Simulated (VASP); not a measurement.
An input for Ansatz (written as the equivalent of a VASP run, and not itself run):

Ansatz 0.2 input:
```yaml
crystal:
  lattice:
    - [5.1051214, 0.0000000, 0.0000000]
    - [0.0000000, 5.1051214, 0.0000000]
    - [0.0000000, 0.0000000, 5.1051214]
  atoms:
    - { symbol: Sn, position: [0.0000000, 0.0000000, 0.0000000] }
    - { symbol: Sn, position: [0.5000000, 0.5000000, 0.0000000] }
    - { symbol: Sn, position: [0.0000000, 0.5000000, 0.5000000] }
    - { symbol: Sn, position: [0.5000000, 0.0000000, 0.5000000] }
    - { symbol: O, position: [0.3406792, 0.3406792, 0.3406792] }
    - { symbol: O, position: [0.8406792, 0.1593208, 0.6593208] }
    - { symbol: O, position: [0.6593208, 0.8406792, 0.1593208] }
    - { symbol: O, position: [0.1593208, 0.6593208, 0.8406792] }
    - { symbol: O, position: [0.6593208, 0.6593208, 0.6593208] }
    - { symbol: O, position: [0.1593208, 0.8406792, 0.3406792] }
    - { symbol: O, position: [0.3406792, 0.1593208, 0.8406792] }
    - { symbol: O, position: [0.8406792, 0.3406792, 0.1593208] }
kpoints:
  mp_grid: { grid: [4, 4, 4] }
hamiltonian:
  xc: r2scan
  pseudopotentials: { kind: paw }
scf:
  occupations: { method: gaussian, width: 0.05 }
  max_iter: 100
relax:
  max_steps: 60
  f_tol: 0.02
  cell: {}
output: { forces: true, stress: true, eigenvalues: true }
```

### Question
Translate this input to VASP (INCAR, KPOINTS, POSCAR, choice of POTCAR).

### Answer
This is not unique; one that fits is 
### KPOINTS
```
Automatic mesh
0
Gamma
4 4 4
0 0 0
```

INCAR:
```
ALGO  =  Normal
EDIFF  =  1E-6
EDIFFG  =  -0.02
ENCUT  =  520
IBRION  =  2
ISIF  =  3
ISMEAR  =  0
LASPH  =  .TRUE.
LCHARG  =  .FALSE.
LMAXMIX  =  4
LMIXTAU  =  .TRUE.
LREAL  =  .FALSE.
LWAVE  =  .FALSE.
METAGGA  =  R2SCAN
NELM  =  100
NSW  =  60
PREC  =  Accurate
SIGMA  =  0.05
SYSTEM  =  SnO2
```

POSCAR:
```
SnO2
1
    5.1051213914     0.0000000000     0.0000000000
    0.0000000000     5.1051213914    -0.0000000000
    0.0000000000    -0.0000000000     5.1051213914
Sn O
4 8
Direct
  0.0000000000   0.0000000000   0.0000000000
  0.5000000000   0.5000000000   0.0000000000
  0.0000000000   0.5000000000   0.5000000000
  0.5000000000   0.0000000000   0.5000000000
  0.3406791742   0.3406791742   0.3406791742
  0.8406791742   0.1593208258   0.6593208258
  0.6593208258   0.8406791742   0.1593208258
  0.1593208258   0.6593208258   0.8406791742
  0.6593208258   0.6593208258   0.6593208258
  0.1593208258   0.8406791742   0.3406791742
  0.3406791742   0.1593208258   0.8406791742
  0.8406791742   0.3406791742   0.1593208258
```

POTCAR, in this order: Sn_d O (PBE.64 set). Program: vasp_std.

What does not carry over: each code has its own PAW files, so the cut-off isn't converted (ENCUT is set for VASP's; basis.ecutwfc is left out, and Ansatz then takes the one that its files recommend); Ansatz stops its SCF on the density residual and VASP on the energy change (EDIFF).

The structure was generated: SnO2 was put into the pyrite type (Pa-3), which need not be its known phase. This run relaxes it. Symmetry was kept, so distortions that lower it aren't found. The start is the result of an earlier pass.
